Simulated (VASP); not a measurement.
An input for Quantum ESPRESSO's pw.x (written as the equivalent of a VASP run, and not itself run):

```
&CONTROL
  calculation = 'vc-relax'
  pseudo_dir = './pseudo'
  outdir = './out'
  tprnfor = .true.
  tstress = .true.
  nstep = 40
  forc_conv_thr = 0.00078
/
&SYSTEM
  ibrav = 0
  nat = 1
  ntyp = 1
  ecutwfc = 68
  occupations = 'smearing'
  smearing = 'methfessel-paxton'
  degauss = 0.00735
  input_dft = 'pbesol'
/
&ELECTRONS
  conv_thr = 7.3e-08
  electron_maxstep = 100
/
&IONS
/
&CELL
  press = 450
/
ATOMIC_SPECIES
  Ir 192.217 Ir.upf
CELL_PARAMETERS angstrom
     0.0000000    1.8754697    1.8754697
     1.8754697    0.0000000    1.8754697
     1.8754697    1.8754697    0.0000000
ATOMIC_POSITIONS crystal
  Ir   0.0000000  0.0000000  0.0000000
K_POINTS automatic
  17 17 17 0 0 0
```

### Question
Write the VASP files for the same calculation (PBEsol).

### Answer
Several could match; the one computed here: 
File POSCAR:
```
Ir
1
    0.0000000000     1.8754697306     1.8754697306
    1.8754697306     0.0000000000     1.8754697306
    1.8754697306     1.8754697306     0.0000000000
Ir
1
Direct
  0.0000000000   0.0000000000   0.0000000000
```

KPOINTS:
```
Automatic mesh
0
G
17 17 17
0 0 0
```

INCAR:
```
EDIFF  =  1E-6   ! SCF stop (eV)
LCHARG  =  F
ISMEAR  =  1   ! Methfessel-Paxton
LWAVE  =  F
LMAXMIX  =  6   ! l cut-off of mixed one-centre charges
IBRION  =  2   ! conjugate gradients
ALGO  =  Normal
PSTRESS  =  450
GGA  =  PS   ! PBEsol
PREC  =  Accurate
ENCUT  =  500
EDIFFG  =  -0.02
LASPH  =  T
NSW  =  40   ! most ionic steps
SYSTEM  =  Ir
LREAL  =  F   ! projection in real space or not
ISIF  =  3
SIGMA  =  0.1
NELM  =  100   ! most electronic steps
```

POTCAR, in this order: Ir (PBE.64 set). Program: vasp_std.

What does not carry over: the potentials are each code's own (VASP's PAW set, PseudoDojo norm-conserving files in pw.x), so ENCUT and ecutwfc are chosen apart and not converted; conv_thr bounds pw.x's estimated SCF error, while EDIFF bounds the energy change between steps; forc_conv_thr acts on force components and is met together with etot_conv_thr.

The compound is Ir in the fcc structure. This run relaxes it under an external pressure of 45 GPa. Symmetry was kept, so distortions that lower it aren't found.
